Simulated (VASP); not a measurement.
# Nb2SbN (P-3m1) in VASP: single point with PBE

Aim: the single point of Nb2SbN with PBE.

Everything below comes from runs of VASP 6.6.1. Logs are shortened: lines on timing, memory, paths and dates and some standing lists are left out, and cuts for length are marked.

### 1 The cell of the first run

Symmetry: P-3m1, No. 164, trigonal system. Conventional cell: a = 3.821 Å, b = 3.821 Å, c = 5.224 Å, α = 90.00°, β = 90.00°, γ = 120.00°. Around Nb (site symmetry 3m) lie 3 Sb at 2.52 Å and 3 N at 2.61 Å. Sb (site symmetry -3m) is surrounded by 6 Nb at 2.52 Å and 2 N at 2.61 Å. Around N (site symmetry -3m) lie 6 Nb at 2.61 Å and 2 Sb at 2.61 Å.

The cell was built by a generator and needn't be a form met in nature.

### 2 Single point, PBE, collinear spin, twin_end start (species swapped into the MnNiSb2 type (P-3m1, No. 164))

Input file INCAR:

```
SYSTEM = Nb2SbN
PREC = Accurate
ENCUT = 520
EDIFF = 1E-7
ISMEAR = 0
SIGMA = 0.1
LREAL = .False.
LASPH = .True.
NELM = 150
ALGO = Fast
ISIF = 2
LWAVE = .False.
LCHARG = .False.
ISPIN = 2
MAGMOM = 0.11 0.11 0.01 0.03
LORBIT = 11
LMAXMIX = 4
GGA = PE
NBANDS = 30
```

Input file KPOINTS:

```
regular mesh
0
Gamma
  6 6 4
  0 0 0
```

Input file POSCAR:

```
Nb2SbN
1.0
    3.8210564400      0.0000000000      0.0000000000
   -1.9105282200      3.3091319500      0.0000000000
    0.0000000000      0.0000000000      5.2235536800
Nb Sb N
2 1 1
Direct
    0.3333333300      0.6666666700      0.2343760000
    0.6666666700      0.3333333300      0.7656240000
    0.0000000000      0.0000000000      0.0000000000
    0.0000000000      0.0000000000      0.5000000000
```

Potentials or basis: VASP PAW PBE potentials, release 64 (Nb_sv, Sb, N).

Run with:

```bash
$ cat potpaw_PBE.64/Nb_sv/POTCAR potpaw_PBE.64/Sb/POTCAR potpaw_PBE.64/N/POTCAR > POTCAR
$ mpirun -np 1 vasp_std > vasp.out
```

OUTCAR:

```text
SYSTEM = Nb2SbN
   PREC = Accurate
   ENCUT = 520
   EDIFF = 1E-7
   ISMEAR = 0
   LREAL = .False.
   LASPH = .True.
   NELM = 150
   ISIF = 2
   ISPIN = 2
   LORBIT = 11
   GGA = PE

 ion  position               nearest neighbor table
   1  0.333  0.667  0.234-   3 2.52   3 2.52   3 2.52
   2  0.667  0.333  0.766-   3 2.52   3 2.52   3 2.52
   3  0.000  0.000  0.000-   1 2.52   2 2.52   2 2.52   1 2.52   2 2.52   1 2.52   4 2.61   4 2.61

   4  0.000  0.000  0.500-   3 2.61   3 2.61

  LATTYP: Found a hexagonal cell.
 ALAT       =     3.8210564400
 C/A-ratio  =     1.3670443664

  Lattice vectors:

 A1 = (   3.8210564400,   0.0000000000,   0.0000000000)
 A2 = (  -1.9105282200,   3.3091319500,   0.0000000000)
 A3 = (   0.0000000000,   0.0000000000,   5.2235536800)

Analysis of symmetry for initial positions (statically):
=====================================================================
 Subroutine PRICEL returns:
 Original cell was already a primitive cell.

 Routine SETGRP: Setting up the symmetry group for a
 hexagonal supercell.

 Subroutine GETGRP returns: Found 12 space group operations
 (whereof 12 operations were pure point group operations)
 out of a pool of 24 trial point group operations.

The static configuration has the point symmetry D_3d.

Analysis of symmetry for dynamics (positions and initial velocities):
=====================================================================
 Subroutine PRICEL returns:
 Original cell was already a primitive cell.

 Routine SETGRP: Setting up the symmetry group for a
 hexagonal supercell.

 Subroutine GETGRP returns: Found 12 space group operations
 (whereof 12 operations were pure point group operations)
 out of a pool of 24 trial point group operations.

The dynamic configuration has the point symmetry D_3d.

Analysis of structural, dynamic, and magnetic symmetry:
=====================================================================
 Subroutine PRICEL returns:
 Original cell was already a primitive cell.

 Routine SETGRP: Setting up the symmetry group for a
 hexagonal supercell.

 Subroutine GETGRP returns: Found 12 space group operations
 (whereof 12 operations were pure point group operations)
 out of a pool of 24 trial point group operations.

The overall configuration has the point symmetry D_3d.

 Subroutine INISYM returns: Found 12 space group operations
 (whereof 12 operations are pure point group operations),
 and found     1 'primitive' translations

----------------------------------------------------------------------------------------

                                     Primitive cell

  volume of cell :      66.0486

  direct lattice vectors                    reciprocal lattice vectors
     3.821056440  0.000000000  0.000000000     0.261707728  0.151097027  0.000000000
    -1.910528220  3.309131950  0.000000000     0.000000000  0.302194054  0.000000000
     0.000000000  0.000000000  5.223553680     0.000000000  0.000000000  0.191440552

  length of vectors
     3.821056440  3.821056443  5.223553680     0.302194054  0.302194054  0.191440552

  position of ions in fractional coordinates (direct lattice)
     0.333333330  0.666666670  0.234376000
     0.666666670  0.333333330  0.765624000
     0.000000000  0.000000000  0.000000000
     0.000000000  0.000000000  0.500000000

  ion indices of the primitive-cell ions
   primitive index   ion index
                 1           1
                 2           2
                 3           3
                 4           4

----------------------------------------------------------------------------------------

 KPOINTS: regular mesh

Automatic generation of k-mesh.
 Grid dimensions read from file:
 generate k-points for:    6    6    4

 Generating k-lattice:

  Cartesian coordinates                     Fractional coordinates (reciprocal lattice)
     0.043617955  0.025182838  0.000000000     0.166666667  0.000000000  0.000000000
     0.000000000  0.050365676  0.000000000     0.000000000  0.166666667  0.000000000
     0.000000000  0.000000000  0.047860138     0.000000000  0.000000000  0.250000000

  Length of vectors
     0.050365676  0.050365676  0.047860138

  Shift w.r.t. Gamma in fractional coordinates (k-lattice)
     0.000000000  0.000000000  0.000000000

 Subroutine IBZKPT returns following result:
 ===========================================

 Found     24 irreducible k-points:

 Following reciprocal coordinates:
            Coordinates               Weight
  0.000000  0.000000  0.000000      1.000000
  0.166667  0.000000  0.000000      6.000000
  0.333333 -0.000000  0.000000      6.000000
  0.500000 -0.000000  0.000000      3.000000
  0.166667  0.166667  0.000000      6.000000
  0.333333  0.166667  0.000000     12.000000
[... 16 lines left out ...]
  0.333333  0.166667  0.500000     12.000000
  0.333333  0.333333  0.500000      2.000000
   k-points           NKPTS =     24   k-points in BZ     NKDIM =     24   number of bands    NBANDS=     30
   number of dos      NEDOS =    301   number of ions     NIONS =      4
   total plane-waves  NPLWV =  31360
   dimension x,y,z NGX =    28 NGY =   28 NGZ =   40
   dimension x,y,z NGXF=    56 NGYF=   56 NGZF=   80
   ions per type =               2   1   1
   NGX,Y,Z   is equivalent  to a cutoff of  12.18, 12.18, 12.73 a.u.
   NGXF,Y,Z  is equivalent  to a cutoff of  24.36, 24.36, 25.46 a.u.
 SYSTEM =  Nb2SbN
   PREC   = accura    normal or accurate (medium, high low for compatibility)
   ISTART =      0    job   : 0-new  1-cont  2-samecut
   ICHARG =      2    charge: 1-file 2-atom 10-const
   ISPIN  =      2    spin polarized calculation?
   LNONCOLLINEAR =      F non collinear calculations
   LSORBIT =      F    spin-orbit coupling
   LASPH  =      T    aspherical Exc in radial PAW
   ENCUT  =  520.0 eV  38.22 Ry    6.18 a.u.   7.10  7.10  9.71*2*pi/ulx,y,z
   NELM   =    150;   NELMIN=  2; NELMDL= -5     # of ELM steps
   EDIFF  = 0.1E-06   stopping-criterion for ELM
   LREAL  =      F    real-space projection
   EDIFFG = 0.1E-05   stopping-criterion for IOM
   NSW    =      0    number of steps for IOM
   IBRION =     -1    ionic relax: 0-MD 1-quasi-New 2-CG
   NFREE  =      0    steps in history (QN), initial steepest desc. (CG)
   ISIF   =      2    stress and relaxation
   ISYM   =      2    0-nonsym 1-usesym 2-fastsym
   POTIM  = 0.5000    time-step for ionic-motion
   TEBEG  =    0.0;   TEEND  =   0.0 temperature during run
   PSTRESS=    0.0 pullay stress
   NELECT =      36.0000    total number of electrons
   NUPDOWN=      -1.0000    fix difference up-down
   EMIN   =  10.00;   EMAX   =-10.00  energy-range for DOS
   EFERMI =   0.00;   METHOD = LEGACY
   ISMEAR =     0;   SIGMA  =   0.10  broadening in eV -4-tet -1-fermi 0-gaus
   EFERMI_NEDOS =   21; number of points for ismear=-14 and -15
   IALGO  =     68    algorithm
   IMIX   =      4    mixing-type and parameters
     AMIX     =   0.40;   BMIX     =  1.00
     AMIX_MAG =   1.60;   BMIX_MAG =  1.00
  volume/ion in A,a.u.               =      16.51       111.43
  Fermi-wavevector in a.u.,A,eV,Ry     =   1.337276  2.527086 24.331404  1.788308
  Thomas-Fermi vector in A             =   2.465838
   LORBIT       =     11    0 simple, 1 ext, 2 COOP (PROOUT), +10 PAW based schemes
   GGA     = PE    functional components
   LHFCALC =     F    Hartree Fock is set to
   AEXX    =    0.0000 exact exchange contribution
   IVDW    =     0    specifies the selected vdW correction
   LEPSILON=     F    determine dielectric tensor
   LRPA    =     F    only Hartree local field effects (RPA)
 spin polarized calculation
 RMM-DIIS sequential band-by-band and
 Gauss-broadening in eV      SIGMA  =   0.10
  energy-cutoff  :      520.00
  volume of cell :       66.05
 maximum number of plane-waves:      1794
   NGX = 15   NGY = 15   NGZ = 19

 number of electron      36.0000000 magnetization      -0.0005524

 number of electron      36.0000000 magnetization       0.0023170

 Free energy of the ion-electron system (eV)
  ---------------------------------------------------
  ext. energy  EPLUGINS =         0.00000000
  ---------------------------------------------------
  free energy    TOTEN  =       -28.16246703 eV

  energy without entropy =      -28.12664140  energy(sigma->0) =      -28.14455421

 E-fermi :  11.1172     XC(G=0): -11.7876

 val. band max:       11.1159063505   @ k =   0.1667   0.1667   0.0000
 cond. band min:      11.1227663812   @ k =   0.5000  -0.0000   0.5000
 fundamental gap:      0.0068600307
 Fermi energy:        11.1171685818

 spin component 1

 k-point     1 :       0.0000    0.0000    0.0000
  band No.  band energies     occupation
      1     -44.4278      1.00000
      2     -44.3825      1.00000
      3     -20.7823      1.00000
      4     -20.5199      1.00000
      5     -20.5199      1.00000
      6     -20.4782      1.00000
[... 781 lines left out ...]
     29      21.1810      0.00000
     30      21.1824      0.00000
 Fermi energy:        11.1171685818

 spin component 2

 k-point     1 :       0.0000    0.0000    0.0000
  band No.  band energies     occupation
      1     -44.4273      1.00000
      2     -44.3820      1.00000
      3     -20.7818      1.00000
      4     -20.5193      1.00000
      5     -20.5193      1.00000
      6     -20.4776      1.00000
[... 781 lines left out ...]
     29      21.1814      0.00000
     30      21.1818      0.00000

------------------------ aborting loop because EDIFF is reached ----------------------------------------

  FORCE on cell =-STRESS in cart. coord.  units (eV):
  Direction    XX          YY          ZZ          XY          YZ          ZX
  --------------------------------------------------------------------------------------
  -------------------------------------------------------------------------------------
  Total        8.5325309      8.5325310      6.0299339      0.0000000     -0.0000000      0.0000000
  in kB      206.9783188    206.9783193    146.2714398      0.0000000     -0.0000000      0.0000000
  external PRESSURE =     186.7426926 kB  Pullay stress =       0.0000000 kB

 VOLUME and BASIS-vectors are now :
 -----------------------------------------------------------------------------
  energy-cutoff  :      520.00
  volume of cell :       66.05
      direct lattice vectors                 reciprocal lattice vectors
     3.821056440  0.000000000  0.000000000     0.261707728  0.151097027  0.000000000
    -1.910528220  3.309131950  0.000000000     0.000000000  0.302194054  0.000000000
     0.000000000  0.000000000  5.223553680     0.000000000  0.000000000  0.191440552

 POSITION                                       TOTAL-FORCE (eV/Angst)
 -----------------------------------------------------------------------------------
     -0.00000      2.20609      1.22428         0.000000     -0.000000      5.483219
      1.91053      1.10304      3.99928         0.000000      0.000000     -5.483219
      0.00000      0.00000      0.00000        -0.000000      0.000000      0.000000
      0.00000      0.00000      2.61178        -0.000000      0.000000      0.000000
 -----------------------------------------------------------------------------------
    total drift:                               -0.000000      0.000000     -0.000000

  FREE ENERGIE OF THE ION-ELECTRON SYSTEM (eV)
  ---------------------------------------------------
  free  energy   TOTEN  =       -28.1624670301 eV

  energy  without entropy=      -28.1266413974  energy(sigma->0) =      -28.14455421

 total charge

# of ion       s       p       d       tot
------------------------------------------
    1        2.141   5.987   2.643  10.771
    2        2.141   5.987   2.643  10.771
    3        1.138   1.611   0.155   2.904
    4        1.283   2.197   0.000   3.480
--------------------------------------------------
tot          6.704  15.781   5.442  27.926

 magnetization (x)

# of ion       s       p       d       tot
------------------------------------------
    1        0.000   0.000   0.001   0.001
    2        0.000   0.000   0.001   0.001
    3       -0.000   0.000   0.000   0.000
    4        0.000   0.000   0.000   0.000
--------------------------------------------------
tot          0.000   0.000   0.002   0.002
```

Run time: 1.9 min. Hardware: 1 thread of Intel Xeon 6975P-C (Granite Rapids), shared host; peak memory 0.25 GiB.

What came out:

```
Free energy                                           : -28.1625 eV
Pressure                                              : 18.7 GPa
Largest force                                         : 5.483 eV/Å
Band gap on the k mesh                                : none (metal or under the smearing width)
Net moment                                            : 0.00 μB per cell
Valence electrons inside the program's atomic spheres : Nb 10.77; Sb 2.90; N 3.48
```

Forces in eV/Å, atoms in the order of the input:
```
Nb   0.000  0.000  5.483
Nb   0.000  0.000 -5.483
Sb   0.000  0.000  0.000
N    0.000  0.000  0.000
```

Levels at points of the mesh, in eV from the Fermi level:
Spin up:
```
           k point  band 16  band 17  band 18  band 19  band 20  band 21
(0.00, 0.00, 0.00)    -1.44    -1.44    -0.74    -0.63    -0.63    -0.61
(0.50, 0.00, 0.00)    -3.02    -0.04     0.48     0.56     0.71     0.80
(0.00, 0.00, 0.50)    -3.15     0.13     0.13     0.64     0.88     0.89
(0.50, 0.00, 0.50)    -2.96    -1.24     0.01     0.33     0.40     0.72
```
Spin down:
```csv
k point,band 14,band 15,band 16,band 17,band 18,band 19,band 20,band 21,band 22,band 23
"(0.00, 0.00, 0.00)",-2.55,-2.55,-1.44,-1.44,-0.74,-0.63,-0.63,-0.61,2.24,2.97
"(0.50, 0.00, 0.00)",-3.75,-3.21,-3.02,-0.04,0.48,0.56,0.71,0.80,1.51,1.69
"(0.00, 0.00, 0.50)",-3.99,-3.99,-3.15,0.13,0.13,0.64,0.88,0.89,0.89,0.94
"(0.50, 0.00, 0.50)",-3.75,-3.64,-2.96,-1.24,0.01,0.33,0.41,0.72,0.82,2.54
```

Caveat: so large a pressure means that the cell lies far from this level's equilibrium, or that cutoff or potentials fall short; forces of over 1 eV/Å show positions far from the minimum, so gaps and moduli don't describe the material at rest.
